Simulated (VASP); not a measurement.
NaAgBr2: single point with PBE

Crystal: NaAgBr2.

```xyz
4
Lattice="2.1153 1.2213 6.6897 -2.1153 1.2213 6.6897 0.0000 -2.4425 6.6897" Properties=species:S:1:pos:R:3 pbc="T T T"
Na    2.1153    1.2213    6.6897
Ag    0.0000    0.0000   10.0345
Br    0.0000    0.0000    4.9581
Br    0.0000    0.0000   15.1109
```

The cell was built by a generator and needn't be a form met in nature.

The cell isn't the ideal one: biaxial_xy strain +1.3%.

```json
{
  "Program": "VASP 6.6.1",
  "Task": "single point",
  "Functional": "PBE",
  "Potentials or basis": "VASP PAW PBE potentials, release 64 (Na_pv, Ag, Br)",
  "Cutoff": "520 eV",
  "k mesh": "8 × 8 × 8",
  "Occupations": "fermi-dirac, width 0.02 eV",
  "Spin": "no spin polarisation"
}
```

The pressure is 0.3 GPa and the largest force is 0.016 eV/Å. The band gap on the k mesh is 2.12 eV, indirect (least direct gap 2.23 eV).

Forces on the atoms (eV/Å):
```
Na   0.000  0.000  0.000
Ag   0.000  0.000  0.000
Br   0.000  0.000 -0.016
Br   0.000  0.000  0.016
```

Stress tensor (GPa, compression positive):
```
0.23 0.00 0.00
0.00 0.23 0.00
0.00 0.00 0.31
```

Levels at points of the mesh, in eV from the valence-band top:
```csv
k point,band 12,band 13,band 14,band 15,band 16,band 17,band 18,band 19,band 20,band 21
"(0.00, 0.00, 0.00)",-1.11,-1.11,-0.96,-0.10,-0.10,2.12,4.71,7.69,7.69,8.02
"(0.50, 0.00, 0.00)",-1.71,-1.69,-1.49,-0.46,-0.23,4.20,5.65,7.13,7.38,7.97
"(0.50, 0.50, 0.00)",-1.72,-1.69,-1.54,-0.06,-0.06,3.47,4.86,6.81,7.90,8.13
"(0.50, 0.50, 0.50)",-1.47,-1.24,-1.24,0.00,0.00,3.53,4.36,7.67,8.08,8.08
```

Run time: 4 min on 1 thread of Intel(R) Xeon(R) 6975P-C (Granite Rapids), with other jobs on the host, peak memory 0.5 GiB.

A k mesh can miss the band edges.
